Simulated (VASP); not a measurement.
Data:

```
CELL_PARAMETERS angstrom
      2.80835     1.62140     4.76200
     -2.80835     1.62140     4.76200
      0.00000    -3.24280     4.76200
ATOMIC_POSITIONS crystal
  Ni 0.00000 0.00000 0.50000
  Ni 0.50000 0.00000 0.00000
  Ni 0.00000 0.50000 0.00000
  Se 0.28090 0.28090 0.28090
  Se 0.71910 0.71910 0.71910
  Pb 0.50000 0.50000 0.50000
  Pb 0.00000 0.00000 0.00000
```
Starting moments (μB, in the order of the record's atoms Ni Ni Ni Se Se Pb Pb): 2.0 2.0 2.0 0.0 0.0 0.0 0.0.

The numbers are results of LDA (Ceperley-Alder, Perdew-Zunger), VASP's LDA PAW potentials (set 64) (plane waves; VASP), not measurements. Run with 300 eV cut-off, 3×3×3 Γ-centred mesh, Gaussian smearing of 0.10 eV, potentials Ni Se Pb_d.

At this cut-off the stress carries a Pulay error, which pulls relaxed volumes low. Energy and stress use the plane-wave basis of the starting cell. The moments were started parallel, and other spin orders were not tried in this run.

### Question
The ions, cell shape and volume are relaxed. Which structure does the run end with?

### Answer

```
CELL_PARAMETERS angstrom
      2.74216     1.58319     4.69311
     -2.74216     1.58319     4.69311
      0.00000    -3.16637     4.69311
ATOMIC_POSITIONS crystal
  Ni 0.00000 0.00000 0.50000
  Ni 0.50000 0.00000 0.00000
  Ni 0.00000 0.50000 0.00000
  Se 0.28166 0.28166 0.28166
  Se 0.71834 0.71834 0.71834
  Pb 0.50000 0.50000 0.50000
  Pb 0.00000 0.00000 0.00000
```
Space group R-3m (166), at a tolerance of 0.03 Å. The cell ends with 0.00 μB, on the sites 0.00 0.00 0.00 0.00 0.00 0.00 0.00 μB.

### Question
How do energy and volume change from the first to the last step?

### Answer
The energy (σ→0) changes by -19.7 meV/atom and the volume by -6.0 %, in 9 ionic steps.

| step | E(σ→0) (eV) | max force (eV/Å) | pressure (GPa) | volume (Å³) |
|---|---|---|---|---|
| 1 | -38.4327 | 0.591 | -5.47 | 130.10 |
| 2 | -38.4617 | 1.192 | 5.49 | 118.51 |
| 3 | -38.5616 | 0.279 | -0.28 | 123.68 |
| 4 | -38.5615 | 0.299 | -0.14 | 123.55 |
| 5 | -38.5685 | 0.162 | -0.03 | 122.88 |
| 6 | -38.5703 | 0.024 | 0.14 | 121.95 |
| 7 | -38.5706 | 0.010 | 0.11 | 122.11 |
| 8 | -38.5706 | 0.024 | -0.15 | 122.36 |
| 9 | -38.5707 | 0.009 | -0.02 | 122.25 |

The structure comes from a measured Ni3Pb2Se2 entry of the Crystallography Open Database, whose conditions weren't checked. This run relaxes it. Symmetry was kept, so distortions that lower it aren't found. The k-mesh is coarse (spacing up to 0.47 per Å, 2π included), so the numbers may not be converged in it. The run is one of a series of settings (EDIFFG = -0.01, IBRION = 2, ISIF = 3, NSW = 50 against the base run), some of them coarse on purpose.
